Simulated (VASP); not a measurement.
Here is the system:

```xyz
1
Lattice="0.0000 2.0049 2.0049 2.0049 0.0000 2.0049 2.0049 2.0049 0.0000" Properties=species:S:1:pos:R:3 pbc="T T T"
Al     0.0000     0.0000     0.0000
```

Calculation: MS2 meta-GGA, VASP's PBE PAW potentials (set 64) (plane waves; VASP). Run with 520 eV cut-off, 17×17×17 Γ-centred mesh, tetrahedra with Blöchl corrections, potentials Al.

Q: Give the energies of bands 1 to 4 at the high-symmetry points, in eV from the Fermi level.

A: 
| band | Γ | X | U | L | W |
|---|---|---|---|---|---|
| 1 | -11.48 | -3.05 | -1.99 | -4.77 | -0.93 |
| 2 | 12.81 | -1.66 | -1.46 | -4.50 | -0.93 |
| 3 | 12.81 | 5.18 | -0.38 | 11.61 | 0.08 |
| 4 | 12.81 | 5.82 | 6.80 | 11.61 | 1.27 |

It has no gap at this level: it comes out as a metal or semimetal.

The compound is Al in the fcc structure. It was relaxed first.
